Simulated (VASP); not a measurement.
# Sn2GeO3 (P4/nmm) in VASP: single point with PBE

Aim: the single point of Sn2GeO3 with PBE.

Everything below comes from runs of VASP 6.6.1. Logs are shortened: lines on timing, memory, paths and dates and some standing lists are left out, and cuts for length are marked.

## Step 1: The structure

It takes space group P4/nmm (No. 129, tetragonal). The conventional cell has a = 3.794 Å, b = 3.794 Å, c = 14.740 Å, α = 90.00°, β = 90.00°, γ = 90.00°. Around Sn (site symmetry 4mm) lie 4 O at 2.24 Å. Sn (site symmetry 4mm) is surrounded by 4 O at 2.24 Å. Ge (site symmetry 4mm) has 4 O at 2.14 Å as nearest neighbours. O (site symmetry 2mm) is surrounded by 2 Ge at 2.14 Å and 2 Sn at 2.24 Å. O (site symmetry -4m2) has 4 Sn at 2.24 Å as nearest neighbours.

The cell was built by a generator and needn't be a form met in nature.

## Step 2: Single point, PBE

File INCAR:

```
ALGO     = Fast           # electronic algorithm
EDIFF    = 1E-5           # SCF threshold, eV
ENCUT    = 520            # plane-wave cutoff, eV
GGA      = PE             # functional
ISIF     = 2              # what is computed and relaxed
ISMEAR   = 0              # smearing method
LASPH    = T              # aspherical terms in the spheres
LCHARG   = F              # write CHGCAR
LREAL    = Auto         
LWAVE    = F              # write WAVECAR
NELM     = 80             # most SCF steps
PREC     = Normal         # precision mode
SIGMA    = 0.15           # smearing width, eV
```

File KPOINTS:

```
k-points
0
Gamma
  6 6 2
```

File POSCAR:

```
Sn2GeO3
1.0
    3.7935100000      0.0000000000      0.0000000000
    0.0000000000      3.7935100000      0.0000000000
    0.0000000000      0.0000000000     14.7395500000
Sn Ge O
4 2 6
Direct
    0.5000000000      0.0000000000      0.7350240000
    0.0000000000      0.5000000000      0.9194260000
    0.5000000000      0.0000000000      0.0805740000
    0.0000000000      0.5000000000      0.2649760000
    0.0000000000      0.5000000000      0.5869910000
    0.5000000000      0.0000000000      0.4130090000
    0.5000000000      0.5000000000      0.6543900000
    0.0000000000      0.0000000000      0.6543900000
    0.5000000000      0.5000000000      0.0000000000
    0.0000000000      0.0000000000      0.0000000000
    0.0000000000      0.0000000000      0.3456100000
    0.5000000000      0.5000000000      0.3456100000
```

Potentials or basis: VASP PAW PBE potentials, release 64 (Sn_d, Ge_d, O).

Started as:

```console
> cat potpaw_PBE.64/Sn_d/POTCAR potpaw_PBE.64/Ge_d/POTCAR potpaw_PBE.64/O/POTCAR > POTCAR
> mpirun -np 1 vasp_std > vasp.out
```

OUTCAR:

```text
EDIFF = 1E-5
   ENCUT = 520
   GGA = PE
   ISIF = 2
   ISMEAR = 0
   LASPH = T
   LREAL = Auto
   NELM = 80
   PREC = Normal

 ion  position               nearest neighbor table
   1  0.500  0.000  0.735-   7 2.24   8 2.24   7 2.24   8 2.24
   2  0.000  0.500  0.919-   9 2.24  10 2.24  10 2.24   9 2.24   3 3.58   3 3.58   3 3.58   3 3.58

   3  0.500  0.000  0.081-   9 2.24  10 2.24   9 2.24  10 2.24   2 3.58   2 3.58   2 3.58   2 3.58

   4  0.000  0.500  0.265-  11 2.24  12 2.24  11 2.24  12 2.24
   5  0.000  0.500  0.587-   7 2.14   8 2.14   8 2.14   7 2.14
   6  0.500  0.000  0.413-  11 2.14  12 2.14  12 2.14  11 2.14
   7  0.500  0.500  0.654-   5 2.14   5 2.14   1 2.24   1 2.24
   8  0.000  0.000  0.654-   5 2.14   5 2.14   1 2.24   1 2.24
   9  0.500  0.500  0.000-   2 2.24   3 2.24   3 2.24   2 2.24
  10  0.000  0.000  0.000-   2 2.24   3 2.24   2 2.24   3 2.24
  11  0.000  0.000  0.346-   6 2.14   6 2.14   4 2.24   4 2.24
  12  0.500  0.500  0.346-   6 2.14   6 2.14   4 2.24   4 2.24

  LATTYP: Found a simple tetragonal cell.
 ALAT       =     3.7935100000
 C/A-ratio  =     3.8854649124

  Lattice vectors:

 A1 = (   3.7935100000,   0.0000000000,   0.0000000000)
 A2 = (   0.0000000000,   3.7935100000,   0.0000000000)
 A3 = (   0.0000000000,   0.0000000000,  14.7395500000)

Analysis of symmetry for initial positions (statically):
=====================================================================
 Subroutine PRICEL returns:
 Original cell was already a primitive cell.

 Routine SETGRP: Setting up the symmetry group for a
 simple tetragonal supercell.

 Subroutine GETGRP returns: Found 16 space group operations
 (whereof  8 operations were pure point group operations)
 out of a pool of 16 trial point group operations.

The static configuration has the point symmetry D_2d.
 The point group associated with its full space group is D_4h.

Analysis of symmetry for dynamics (positions and initial velocities):
=====================================================================
 Subroutine PRICEL returns:
 Original cell was already a primitive cell.

 Routine SETGRP: Setting up the symmetry group for a
 simple tetragonal supercell.

 Subroutine GETGRP returns: Found 16 space group operations
 (whereof  8 operations were pure point group operations)
 out of a pool of 16 trial point group operations.

The dynamic configuration has the point symmetry D_2d.
 The point group associated with its full space group is D_4h.

 Subroutine INISYM returns: Found 16 space group operations
 (whereof  8 operations are pure point group operations),
 and found     1 'primitive' translations

----------------------------------------------------------------------------------------

                                     Primitive cell

  volume of cell :     212.1127

  direct lattice vectors                    reciprocal lattice vectors
     3.793510000  0.000000000  0.000000000     0.263608110  0.000000000  0.000000000
     0.000000000  3.793510000  0.000000000     0.000000000  0.263608110  0.000000000
     0.000000000  0.000000000 14.739550000     0.000000000  0.000000000  0.067844676

  length of vectors
     3.793510000  3.793510000 14.739550000     0.263608110  0.263608110  0.067844676

  position of ions in fractional coordinates (direct lattice)
     0.500000000  0.000000000  0.735024000
     0.000000000  0.500000000  0.919426000
     0.500000000  0.000000000  0.080574000
     0.000000000  0.500000000  0.264976000
     0.000000000  0.500000000  0.586991000
     0.500000000  0.000000000  0.413009000
     0.500000000  0.500000000  0.654390000
     0.000000000  0.000000000  0.654390000
     0.500000000  0.500000000  0.000000000
     0.000000000  0.000000000  0.000000000
     0.000000000  0.000000000  0.345610000
     0.500000000  0.500000000  0.345610000

  ion indices of the primitive-cell ions
   primitive index   ion index
                 1           1
                 2           2
                 3           3
                 4           4
                 5           5
                 6           6
                 7           7
                 8           8
                 9           9
                10          10
                11          11
                12          12

----------------------------------------------------------------------------------------

 KPOINTS: k-points

Automatic generation of k-mesh.
 Grid dimensions read from file:
 generate k-points for:    6    6    2

 Generating k-lattice:

  Cartesian coordinates                     Fractional coordinates (reciprocal lattice)
     0.043934685  0.000000000  0.000000000     0.166666667  0.000000000  0.000000000
     0.000000000  0.043934685  0.000000000     0.000000000  0.166666667  0.000000000
     0.000000000  0.000000000  0.033922338     0.000000000  0.000000000  0.500000000

  Length of vectors
     0.043934685  0.043934685  0.033922338

  Shift w.r.t. Gamma in fractional coordinates (k-lattice)
     0.000000000  0.000000000  0.000000000

 Subroutine IBZKPT returns following result:
 ===========================================

 Found     20 irreducible k-points:

 Following reciprocal coordinates:
            Coordinates               Weight
  0.000000  0.000000  0.000000      1.000000
  0.166667  0.000000  0.000000      4.000000
  0.333333  0.000000  0.000000      4.000000
  0.500000  0.000000  0.000000      2.000000
  0.166667  0.166667  0.000000      4.000000
  0.333333  0.166667  0.000000      8.000000
[... 12 lines left out ...]
  0.500000  0.333333  0.500000      4.000000
  0.500000  0.500000  0.500000      1.000000
   k-points           NKPTS =     20   k-points in BZ     NKDIM =     20   number of bands    NBANDS=     72
   number of dos      NEDOS =    301   number of ions     NIONS =     12
   total plane-waves  NPLWV =  48384
   dimension x,y,z NGX =    24 NGY =   24 NGZ =   84
   dimension x,y,z NGXF=    48 NGYF=   48 NGZF=  168
   ions per type =               4   2   6
   NGX,Y,Z   is equivalent  to a cutoff of  10.52, 10.52,  9.47 a.u.
   NGXF,Y,Z  is equivalent  to a cutoff of  21.04, 21.04, 18.95 a.u.
 SYSTEM =  unknown system
   PREC   = normal    normal or accurate (medium, high low for compatibility)
   ISTART =      0    job   : 0-new  1-cont  2-samecut
   ICHARG =      2    charge: 1-file 2-atom 10-const
   ISPIN  =      1    spin polarized calculation?
   LNONCOLLINEAR =      F non collinear calculations
   LSORBIT =      F    spin-orbit coupling
   LASPH  =      T    aspherical Exc in radial PAW
   ENCUT  =  520.0 eV  38.22 Ry    6.18 a.u.   7.05  7.05 27.41*2*pi/ulx,y,z
   NELM   =     80;   NELMIN=  2; NELMDL= -5     # of ELM steps
   EDIFF  = 0.1E-04   stopping-criterion for ELM
   LREAL  =      T    real-space projection
   EDIFFG = 0.1E-03   stopping-criterion for IOM
   NSW    =      0    number of steps for IOM
   IBRION =     -1    ionic relax: 0-MD 1-quasi-New 2-CG
   NFREE  =      0    steps in history (QN), initial steepest desc. (CG)
   ISIF   =      2    stress and relaxation
   ISYM   =      2    0-nonsym 1-usesym 2-fastsym
   POTIM  = 0.5000    time-step for ionic-motion
   TEBEG  =    0.0;   TEEND  =   0.0 temperature during run
   PSTRESS=    0.0 pullay stress
   NELECT =     120.0000    total number of electrons
   NUPDOWN=      -1.0000    fix difference up-down
   EMIN   =  10.00;   EMAX   =-10.00  energy-range for DOS
   EFERMI =   0.00;   METHOD = LEGACY
   ISMEAR =     0;   SIGMA  =   0.15  broadening in eV -4-tet -1-fermi 0-gaus
   EFERMI_NEDOS =   21; number of points for ismear=-14 and -15
   IALGO  =     68    algorithm
   IMIX   =      4    mixing-type and parameters
     AMIX     =   0.40;   BMIX     =  1.00
     AMIX_MAG =   1.60;   BMIX_MAG =  1.00
  volume/ion in A,a.u.               =      17.68       119.28
  Fermi-wavevector in a.u.,A,eV,Ry     =   1.353982  2.558656 24.943130  1.833268
  Thomas-Fermi vector in A             =   2.481192
   LORBIT       =      0    0 simple, 1 ext, 2 COOP (PROOUT), +10 PAW based schemes
   GGA     = PE    functional components
   LHFCALC =     F    Hartree Fock is set to
   AEXX    =    0.0000 exact exchange contribution
   IVDW    =     0    specifies the selected vdW correction
   LEPSILON=     F    determine dielectric tensor
   LRPA    =     F    only Hartree local field effects (RPA)
 non-spin polarized calculation
 RMM-DIIS sequential band-by-band and
 Gauss-broadening in eV      SIGMA  =   0.15
  energy-cutoff  :      520.00
  volume of cell :      212.11
 maximum number of plane-waves:      5750
   NGX = 15   NGY = 15   NGZ = 55

 number of electron     119.9999972 magnetization

 Free energy of the ion-electron system (eV)
  ---------------------------------------------------
  ext. energy  EPLUGINS =         0.00000000
  ---------------------------------------------------
  free energy    TOTEN  =       -68.45933577 eV

  energy without entropy =      -68.45921785  energy(sigma->0) =      -68.45927681

 E-fermi :   5.9707     XC(G=0):  -9.9618

 val. band max:        5.6850557456   @ k =   0.0000   0.0000   0.5000
 cond. band min:       6.2703073857   @ k =   0.5000   0.5000   0.0000
 fundamental gap:      0.5852516401
 Fermi energy:         5.9707415929

 k-point     1 :       0.0000    0.0000    0.0000
  band No.  band energies     occupation
      1     -19.1605      2.00000
      2     -19.1577      2.00000
      3     -19.1012      2.00000
      4     -19.0984      2.00000
      5     -19.0942      2.00000
      6     -19.0942      2.00000
[... 64 lines left out ...]
     71      10.7916      0.00000
     72      10.8269      0.00000

 k-point     2 :       0.1667    0.0000    0.0000
  band No.  band energies     occupation
      1     -19.1554      2.00000
      2     -19.1531      2.00000
      3     -19.1021      2.00000
      4     -19.0996      2.00000
      5     -19.0990      2.00000
      6     -19.0939      2.00000
[... 64 lines left out ...]
     71      10.8692      0.00000
     72      11.0730      0.00000

 k-point     3 :       0.3333    0.0000    0.0000
  band No.  band energies     occupation
      1     -19.1438      2.00000
      2     -19.1431      2.00000
      3     -19.1090      2.00000
      4     -19.1057      2.00000
      5     -19.1035      2.00000
      6     -19.1020      2.00000
[... 1264 lines left out ...]
     71      10.6677      0.00000
     72      10.6732      0.00000

 k-point    20 :       0.5000    0.5000    0.5000
  band No.  band energies     occupation
      1     -19.1176      2.00000
      2     -19.1176      2.00000
      3     -19.1101      2.00000
      4     -19.1101      2.00000
      5     -19.1069      2.00000
      6     -19.1069      2.00000
[... 64 lines left out ...]
     71      10.8355      0.00000
     72      11.0291      0.00000

------------------------ aborting loop because EDIFF is reached ----------------------------------------

  FORCE on cell =-STRESS in cart. coord.  units (eV):
  Direction    XX          YY          ZZ          XY          YZ          ZX
  --------------------------------------------------------------------------------------
  -------------------------------------------------------------------------------------
  Total        0.1295767      0.1295767      0.1113812      0.0000000      0.0000000      0.0000000
  in kB        0.9787475      0.9787475      0.8413095      0.0000000      0.0000000      0.0000000
  external PRESSURE =       0.9329348 kB  Pullay stress =       0.0000000 kB

 VOLUME and BASIS-vectors are now :
 -----------------------------------------------------------------------------
  energy-cutoff  :      520.00
  volume of cell :      212.11
      direct lattice vectors                 reciprocal lattice vectors
     3.793510000  0.000000000  0.000000000     0.263608110  0.000000000  0.000000000
     0.000000000  3.793510000  0.000000000     0.000000000  0.263608110  0.000000000
     0.000000000  0.000000000 14.739550000     0.000000000  0.000000000  0.067844676

 POSITION                                       TOTAL-FORCE (eV/Angst)
 -----------------------------------------------------------------------------------
      1.89675      0.00000     10.83392         0.000000      0.000000     -0.018044
      0.00000      1.89675     13.55193        -0.000000      0.000000      0.010674
      1.89675      0.00000      1.18762        -0.000000      0.000000     -0.010674
      0.00000      1.89675      3.90563        -0.000000      0.000000      0.018044
      0.00000      1.89675      8.65198        -0.000000      0.000000      0.006398
      1.89675      0.00000      6.08757         0.000000      0.000000     -0.006398
      1.89675      1.89675      9.64541        -0.000000      0.000000     -0.005605
      0.00000      0.00000      9.64541        -0.000000      0.000000     -0.005605
      1.89675      1.89675      0.00000         0.000000      0.000000     -0.000000
      0.00000      0.00000      0.00000        -0.000000      0.000000     -0.000000
      0.00000      0.00000      5.09414        -0.000000      0.000000      0.005605
      1.89675      1.89675      5.09414        -0.000000      0.000000      0.005605
 -----------------------------------------------------------------------------------
    total drift:                                0.000000      0.000000      0.000000

  FREE ENERGIE OF THE ION-ELECTRON SYSTEM (eV)
  ---------------------------------------------------
  free  energy   TOTEN  =       -68.4593357697 eV

  energy  without entropy=      -68.4592178511  energy(sigma->0) =      -68.45927681
```

Wall time 3.3 min (1 thread of Intel Xeon Platinum 8375C at 2.90GHz (Ice Lake), shared host); peak memory 0.33 GiB.

Results:

```yaml
Free_energy: -68.4593 eV
Pressure: 0.1 GPa
Largest_force: 0.018 eV/Å
Band_gap_on_the_k_mesh: 0.59 eV, indirect (least direct gap 0.64 eV)
```

Forces on the atoms (eV/Å):
```
Sn   0.000  0.000 -0.018
Sn   0.000  0.000  0.011
Sn   0.000  0.000 -0.011
Sn   0.000  0.000  0.018
Ge   0.000  0.000  0.006
Ge   0.000  0.000 -0.006
O    0.000  0.000 -0.006
O    0.000  0.000 -0.006
O    0.000  0.000  0.000
O    0.000  0.000  0.000
O    0.000  0.000  0.006
O    0.000  0.000  0.006
```

Levels at points of the mesh, in eV from the valence-band top:
| k point | band 58 | band 59 | band 60 | band 61 | band 62 | band 63 |
| --- | --- | --- | --- | --- | --- | --- |
| (0.00, 0.00, 0.00) | -1.56 | -0.81 | -0.07 | 0.61 | 2.07 | 2.33 |
| (0.50, 0.00, 0.00) | -1.74 | -1.60 | -1.60 | 2.64 | 2.64 | 2.88 |
| (0.50, 0.50, 0.00) | -2.08 | -1.77 | -1.77 | 0.59 | 0.59 | 1.74 |
| (0.00, 0.00, 0.50) | -1.85 | -0.72 | 0.00 | 0.64 | 2.11 | 2.21 |
| (0.50, 0.00, 0.50) | -2.02 | -1.47 | -1.47 | 2.63 | 2.63 | 2.93 |
| (0.50, 0.50, 0.50) | -2.02 | -1.89 | -1.89 | 0.81 | 0.81 | 1.15 |

Caveat: spin-orbit coupling is left out, which moves the levels of the heavy elements.
